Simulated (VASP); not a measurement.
Output of a VASP run:

**OSZICAR**
```
       N       E                     dE             d eps       ncg     rms          rms(c)
DAV:   1     0.404714500123E+03    0.40471E+03   -0.23324E+04  2520   0.172E+03
DAV:   2     0.194068987303E+02   -0.38531E+03   -0.37875E+03  2548   0.460E+02
DAV:   3    -0.178959166638E+02   -0.37303E+02   -0.35637E+02  3152   0.146E+02
DAV:   4    -0.195752775751E+02   -0.16794E+01   -0.16191E+01  3004   0.323E+01
DAV:   5    -0.196468464551E+02   -0.71569E-01   -0.70938E-01  3120   0.603E+00    0.248E+01
DAV:   6    -0.193592600260E+02    0.28759E+00   -0.82394E-01  3000   0.130E+01    0.135E+01
DAV:   7    -0.193404511185E+02    0.18809E-01   -0.19060E-01  3292   0.297E+00    0.188E+00
DAV:   8    -0.193419472231E+02   -0.14961E-02   -0.21894E-02  3168   0.121E+00    0.336E-01
DAV:   9    -0.193414418827E+02    0.50534E-03   -0.21918E-03  3440   0.347E-01    0.137E-01
DAV:  10    -0.193414180102E+02    0.23873E-04   -0.28661E-04  3024   0.173E-01    0.375E-02
DAV:  11    -0.193414209025E+02   -0.28924E-05   -0.36627E-05  3908   0.522E-02    0.635E-03
DAV:  12    -0.193414206474E+02    0.25518E-06   -0.29841E-06  3024   0.160E-02    0.847E-03
DAV:  13    -0.193414203168E+02    0.33060E-06   -0.48554E-07  2292   0.658E-03    0.876E-04
DAV:  14    -0.193414204064E+02   -0.89673E-07   -0.11050E-07  1600   0.363E-03
   1 F= -.19341420E+02 E0= -.19341523E+02  d E =0.307221E-03
```

File OUTCAR:
```
------------------------ aborting loop because EDIFF is reached ----------------------------------------
  FORCE on cell =-STRESS in cart. coord.  units (eV):
  Direction    XX          YY          ZZ          XY          YZ          ZX
  --------------------------------------------------------------------------------------
  Total        0.1300190      0.1300190     -0.0965933      0.0000000      0.0000000      0.0000000
  in kB        1.6549048      1.6549048     -1.2294570      0.0000000      0.0000000      0.0000000
  external PRESSURE =       0.6934509 kB  Pullay stress =       0.0000000 kB
  volume of cell :      125.88
      direct lattice vectors                 reciprocal lattice vectors
     3.366352745  0.000000000  0.000000000     0.297057402  0.000000000  0.000000000
     0.000000000  3.366352745  0.000000000     0.000000000  0.297057402  0.000000000
     0.000000000  0.000000000 11.107726443     0.000000000  0.000000000  0.090027424
 POSITION                                       TOTAL-FORCE (eV/Angst)
 -----------------------------------------------------------------------------------
      0.00000      1.68318      0.00000         0.000000     -0.000000      0.000000
      1.68318      0.00000      5.55386         0.000000     -0.000000      0.000000
      0.00000      0.00000      2.77693         0.000000     -0.000000     -0.000000
      0.00000      0.00000      8.33079        -0.000000      0.000000      0.000000
 -----------------------------------------------------------------------------------
    total drift:                                0.000000      0.000000     -0.000000
  FREE ENERGIE OF THE ION-ELECTRON SYSTEM (eV)
  ---------------------------------------------------
  free  energy   TOTEN  =       -19.3414204064 eV

  energy  without entropy=      -19.3417276276  energy(sigma->0) =      -19.34152281
```
(Selected blocks of OUTCAR.)

File POSCAR:
```
GdBi
1
    3.3663527449     0.0000000000     0.0000000000
    0.0000000000     3.3663527449     0.0000000000
    0.0000000000     0.0000000000    11.1077264432
Gd Bi
2 2
Direct
  0.0000000000   0.5000000000   0.0000000000
  0.5000000000   0.0000000000   0.5000000000
  0.0000000000   0.0000000000   0.2500000000
  0.0000000000   0.0000000000   0.7500000000
```

Problem. Reconstruct the remaining input files.

Solution. This is not unique; one that fits is the input of the run itself, PBEsol GGA, plane waves, VASP's PBE PAW potentials (set 64).

### INCAR
```
ALGO = Normal
EDIFF = 1E-7
ENCUT = 480
GGA = PS
ISIF = 2
ISMEAR = 1
LASPH = T
LCHARG = F
LMAXMIX = 6
LREAL = F
LWAVE = F
NELM = 100
PREC = Accurate
SIGMA = 0.1
SYSTEM = GdBi
```

### KPOINTS
```
Automatic mesh
0
Gamma
8 8 4
0 0 0
```

POTCAR, in this order: Gd_3 Bi_d (PBE.64 set). Program: vasp_std.

The 4f electrons are frozen in the core of the lanthanide potential, so 4f levels, which can set the real gap, and their magnetism are missing.

The structure was generated: GdBi was put into the PtS type (P4_2/mmc), which need not be its known phase. It was relaxed first, which changed the volume by -35 %.
